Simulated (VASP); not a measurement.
Input:

```yaml
crystal:
  lattice:
    - [6.23006, 0.00000, 0.00000]
    - [0.00000, 6.23006, 0.00000]
    - [0.00000, 0.00000, 6.23006]
  atoms:
    - { symbol: Na, position: [0.00000, 0.00000, 0.00000] }
    - { symbol: Na, position: [0.50000, 0.50000, 0.00000] }
    - { symbol: Na, position: [0.50000, 0.00000, 0.50000] }
    - { symbol: Br, position: [0.50000, 0.50000, 0.50000] }
    - { symbol: Br, position: [0.00000, 0.00000, 0.50000] }
    - { symbol: Br, position: [0.00000, 0.50000, 0.00000] }
    - { symbol: Br, position: [0.50000, 0.00000, 0.00000] }
    - { symbol: K, position: [0.00000, 0.50000, 0.50000] }
```

Calculation: PBE GGA, VASP's PBE PAW potentials (set 64) (plane waves; VASP 6.6.1). Settings: 400 eV cut-off, Gaussian smearing of 0.050 eV, potentials Na_pv Br K_sv.

Question: Give the energies of bands 18 to 31 at the high-symmetry points, in eV from the valence-band maximum.

Answer: 
```
band      Γ      X      M      R
----  -----  -----  -----  -----
18    -1.39  -1.11  -1.36  -1.76
19    -1.39  -1.11  -1.34  -1.76
20    -1.39  -0.98  -1.34  -1.76
21    -0.58  -0.97  -1.13  -1.42
22    -0.58  -0.90  -0.77  -0.42
23    -0.58  -0.90  -0.76  -0.42
24    -0.43  -0.71  -0.76  -0.28
25    -0.43  -0.69  -0.42  -0.28
26    -0.43  -0.35  -0.40  -0.28
27     0.00  -0.35  -0.27  -0.25
28     0.00  -0.18  -0.27  -0.25
29     0.00  -0.18  -0.26  -0.25
30     3.92   5.57   6.69   5.93
31     5.78   5.85   6.88   6.23
```

The gap is direct, 3.93 eV, from the valence maximum at Γ to the conduction minimum at Γ.

The structure was generated: KNa3Br4 was put into an ordered model structure (Pm-3m), which need not be its known phase. It was relaxed first, which changed the volume by +5 %.
